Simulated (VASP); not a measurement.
VASP runs on Ta (bcc) share one base input (PBE GGA, plane waves, VASP's PBE PAW potentials (set 64)) and change the settings named in each case.

**KPOINTS**
```
Automatic mesh
0
Gamma
14 14 14
0 0 0
```

### POSCAR
```
Ta
2.8578840
 -0.5773502353   0.5773502353   0.5773502353
  0.5773502353  -0.5773502353   0.5773502353
  0.5773502353   0.5773502353  -0.5773502353
Ta
1
Cartesian
  0.0000000000   0.0000000000   0.0000000000
```

**INCAR**
```
! general
SYSTEM  = Ta
PREC    = Accurate
ENCUT   = 400
LREAL   = .FALSE.
LASPH   = .TRUE.

! electronic loop
EDIFF   = 1E-6
NELM    = 100
ALGO    = Normal
LMAXMIX = 6

! smearing
ISMEAR  = 1
SIGMA   = 0.1

! functional
GGA     = PE

! ions
ISIF    = 2

! output
LWAVE   = .FALSE.
LCHARG  = .FALSE.
```

POTCAR, in this order: Ta_pv (PBE.64 set). Program: vasp_std.

```
change                      E(σ→0) (eV/atom)  pressure (GPa)  −TS (eV)
--------------------------  ----------------  --------------  --------
base run                            -11.8154            3.70    0.0003
ISMEAR = -1, SIGMA = 0.02           -11.8154            3.65   -0.0012
SIGMA = 0.2                         -11.8155            3.61    0.0038
ISMEAR = 0, SIGMA = 0.01            -11.8153            3.64   -0.0001
ISMEAR = 0, SIGMA = 0.05            -11.8154            3.66   -0.0011
ISMEAR = -1, SIGMA = 0.3                   ?               ?         ?
ISMEAR = 0, SIGMA = 0.2             -11.8144            3.64   -0.0216
ISMEAR = -5, SIGMA removed          -11.8098            3.69    0.0000
ISMEAR = -4, SIGMA removed          -11.7551            4.45    0.0000
```

Problem. Complete the blanks.

Solution. 
- ISMEAR = -1, SIGMA = 0.3, E(σ→0) (eV/atom): -11.8224
- ISMEAR = -1, SIGMA = 0.3, pressure (GPa): 5.25
- ISMEAR = -1, SIGMA = 0.3, −TS (eV): -0.3324

Unless said otherwise, spin-orbit coupling is left out, though it shifts the bands of the heavy elements here.

Left out are runs that ran out of time, are held back, or changed the cell or the kind of run, fixed moments of cells without a moment, rows past the twelfth, gaps on odd meshes, pressures of charged cells and columns that move by less than the noise.

The compound is Ta in the bcc structure. The cell was not relaxed at this level.
